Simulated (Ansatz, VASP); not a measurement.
CsTa: VASP beside Ansatz

INCAR

```
SYSTEM = CsTa
PREC = Accurate ; ENCUT = 520
EDIFF = 1E-7 ; ISMEAR = 0
SIGMA = 0.1 ; LREAL = .FALSE.
LASPH = .TRUE. ; NELM = 100
ALGO = Fast ; ISIF = 2
LWAVE = .FALSE. ; LCHARG = .TRUE.
GGA = PE ; LELF = .TRUE.
LVHAR = .TRUE. ; NBANDS = 17
```

KPOINTS

```
Automatic mesh
0
G
  6 6 4
  0 0 0
```

File POSCAR:

```
CsTa
1.0
    3.6745884375      0.0000000000      0.0000000000
    0.0000000000      3.6745884375      0.0000000000
    0.0000000000      0.0000000000      4.8163355592
Cs Ta
1 1
Direct
    0.5000000000      0.5000000000      0.5000000000
    0.0000000000      0.0000000000      0.0000000000
```

Input for Ansatz:

```yaml
crystal:
  lattice:
    - [3.6745884375, 0.0, 0.0]
    - [0.0, 3.6745884375, 0.0]
    - [0.0, 0.0, 4.8163355592]
  atoms:
    - { symbol: Cs, position: [0.5, 0.5, 0.5] }
    - { symbol: Ta, position: [0.0, 0.0, 0.0] }
basis:
  ecutwfc: 420
kpoints:
  mp_grid: { grid: [6, 6, 4] }
hamiltonian:
  xc: pbe
scf:
  occupations: { method: gaussian, width: 0.1 }
  lower_state_search: "off"
output:
  forces: true
  stress: true
  eigenvalues: true
```

Alike in both runs: task single point; functional PBE; k mesh 6 × 6 × 4; occupations gaussian, width 0.1 eV; no spin polarisation.

|  | VASP | Ansatz |
| --- | --- | --- |
| version | VASP 6.6.1 | Ansatz 0.2.0 |
| potentials or method | VASP PAW PBE potentials, release 64 (Cs_sv, Ta_pv) | scalar-relativistic, plane waves, PAW |
| plane-wave cutoff (eV) | 520 | 420 |
| valence electrons in the cell | 20 | 22 |

```csv
,VASP,Ansatz,Ansatz less VASP
gap on the k mesh at the Fermi level (eV),none,none,-
pressure (GPa),-2.1,-2.3,-0.21
largest component of the traceless stress (GPa),6.22,6.22,-0.004
```

A gap of «none» marks a metal or a gap that the smearing closes. The two sets of potentials don't hold the same shells in valence.

Spin-orbit coupling is left out, which matters for the levels of Cs, Ta.
